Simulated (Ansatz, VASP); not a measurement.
# Ca3ZnSe4 in VASP and in Ansatz

```
CELL_PARAMETERS angstrom
6.38183 0.00000 0.00000
0.00000 6.38183 0.00000
0.00000 0.00000 6.38183
ATOMIC_POSITIONS crystal
Se 0.23009 0.23009 0.23009
Se 0.23009 0.76991 0.76991
Se 0.76991 0.23009 0.76991
Se 0.76991 0.76991 0.23009
Zn 0.00000 0.00000 0.00000
Ca 0.50000 0.00000 0.50000
Ca 0.50000 0.50000 0.00000
Ca 0.00000 0.50000 0.50000
```

The cell comes from a database or a generator and needn't be the stable form of this composition.

Alike in both runs: task single point; functional PBE; k mesh 4 × 4 × 4; occupations gaussian, width 0.05 eV; no spin polarisation.

|  | VASP | Ansatz |
| --- | --- | --- |
| version | VASP 6.6.1 | Ansatz 0.2.0 |
| potentials or method | VASP PAW PBE potentials, release 64 (Se, Zn, Ca_sv) | Ansatz PAW |
| plane-wave cutoff (eV) | 520 | 420 |
| valence electrons in the cell | 66 | 106 |

Ansatz gave:

| Property | Result |
| --- | --- |
| gap on the k mesh at the Fermi level (eV) | 2.04 |
| least direct gap on the mesh (eV) | 2.10 |
| pressure (GPa) | -0.1 |
| rms of the force components (eV/Å) | 0.010 |

Problem. Which values does VASP return?

Solution. gap on the k mesh at the Fermi level (eV): 2.04; least direct gap on the mesh (eV): 2.10; pressure (GPa): 0.0; rms of the force components (eV/Å): 0.011.

Atom by atom the forces differ by 0.001 eV/Å (rms over components). The two sets of potentials don't hold the same shells in valence.

A k mesh can miss the band edges. Expect the measured gap to be larger: semilocal functionals such as PBE lack the derivative discontinuity.
